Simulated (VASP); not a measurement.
An input for Ansatz (written as the equivalent of a VASP run, and not itself run):

Ansatz 0.2 input:
```yaml
crystal:
  lattice:
    - [0.0000000, 2.6116334, 2.6116334]
    - [2.6116334, 0.0000000, 2.6116334]
    - [2.6116334, 2.6116334, 0.0000000]
  atoms:
    - { symbol: Mg, position: [0.0000000, 0.0000000, 0.0000000] }
    - { symbol: S, position: [0.5000000, 0.5000000, 0.5000000] }
kpoints:
  mp_grid: { grid: [8, 8, 8] }
hamiltonian:
  xc: pbe
  pseudopotentials: { kind: paw }
scf:
  occupations: { method: gaussian, width: 0.05 }
  max_iter: 100
output: { forces: true, stress: true, eigenvalues: true }
```

**Question.** Write the VASP files for the same calculation (PBE).

**Answer.** One answer among several that fit: 
File POSCAR:
```
MgS
1
    0.0000000000     2.6116333952     2.6116333952
    2.6116333952    -0.0000000000     2.6116333952
    2.6116333952     2.6116333952     0.0000000000
Mg S
1 1
Direct
  0.0000000000   0.0000000000   0.0000000000
  0.5000000000   0.5000000000   0.5000000000
```

### KPOINTS
```
Regular mesh
0
gamma
  8 8 8
0 0 0
```

**INCAR**
```
! general
SYSTEM  =  MgS
PREC    =  Accurate
ENCUT   =  480
LREAL   =  .FALSE.
LASPH   =  .TRUE.

! electronic loop
EDIFF   =  1E-7
NELM    =  100
ALGO    =  Normal

! smearing
ISMEAR  =  0
SIGMA   =  0.05

! functional
GGA     =  PE

! ions
ISIF    =  2

! output
LWAVE   =  .FALSE.
LCHARG  =  .FALSE.
```

POTCAR, in this order: Mg S (PBE.64 set). Program: vasp_std.

The two are equivalent in intent, not identical: each code has its own PAW files, so the cut-off isn't converted (ENCUT is set for VASP's; basis.ecutwfc is left out, and Ansatz then takes the one that its files recommend); Ansatz stops its SCF on the density residual and VASP on the energy change (EDIFF).

The compound is MgS in the rock salt structure. It was relaxed first.
